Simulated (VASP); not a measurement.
An input for Ansatz (written as the equivalent of a VASP run, and not itself run):

Ansatz 0.2 input:
```yaml
crystal:
  lattice:
    - [2.0091170, -3.3216480, 0.0000000]
    - [2.0091170, 3.3216480, 0.0000000]
    - [0.0000000, 0.0000000, 5.1233900]
  atoms:
    - { symbol: Ni, position: [0.0000000, 0.0000000, 0.5000000] }
    - { symbol: Ni, position: [0.0000000, 0.0000000, 0.0000000] }
    - { symbol: Sb, position: [0.3333330, 0.6666670, 0.2500000] }
    - { symbol: Sb, position: [0.6797060, 0.3463720, 0.7500000] }
kpoints:
  mp_grid: { grid: [8, 8, 6] }
hamiltonian:
  xc: pbe
  pseudopotentials: { kind: paw }
  hubbard:
    sites:
      - { species: Ni, l: d, u_eff: 5 }
scf:
  occupations: { method: methfessel_paxton, width: 0.1 }
  max_iter: 100
output: { forces: true, stress: true, eigenvalues: true }
```

Question: Write the VASP files for the same calculation (PBE+U).

Answer: One answer among several that fit: 
POSCAR:
```
NiSb
3.8819960
  0.5175474163  -0.8556546684   0.0000000000
  0.5175474163   0.8556546684   0.0000000000
  0.0000000000   0.0000000000   1.3197824006
Ni Sb
2 2
Direct
  0.0000000000   0.0000000000   0.5000000000
  0.0000000000   0.0000000000   0.0000000000
  0.3333330000   0.6666670000   0.2500000000
  0.6797060000   0.3463720000   0.7500000000
```

INCAR:
```
SYSTEM = NiSb
PREC = Accurate
ENCUT = 400
EDIFF = 1E-6
NELM = 100
ALGO = Normal
LREAL = .FALSE.
LASPH = .TRUE.
ISMEAR = 1
SIGMA = 0.1
GGA = PE
LMAXMIX = 4
LWAVE = .FALSE.
LCHARG = .FALSE.
ISIF = 2
LDAU = .TRUE.
LDAUTYPE = 2
LDAUL = 2 -1
LDAUU = 5.0 0
LDAUJ = 0 0
LDAUPRINT = 1
LORBIT = 10
```

File KPOINTS:
```
Automatic mesh
0
Gamma
8 8 6
0 0 0
```

POTCAR, in this order: Ni Sb (PBE.64 set). Program: vasp_std.

The two are equivalent in intent, not identical: each code has its own PAW files, so the cut-off isn't converted (ENCUT is set for VASP's; basis.ecutwfc is left out, and Ansatz then takes the one that its files recommend); Ansatz stops its SCF on the density residual and VASP on the energy change (EDIFF); the +U projectors differ, so the same U acts differently.

The compound is NiSb in the NiAs type structure. The cell was not relaxed at this level, atoms are displaced from their ideal sites. The run is one of a series of settings (LDAU = .TRUE., LDAUJ = 0 0, LDAUL = 2 -1, LDAUTYPE = 2, LDAUU = 5.0 0 against the base run), some of them coarse on purpose.
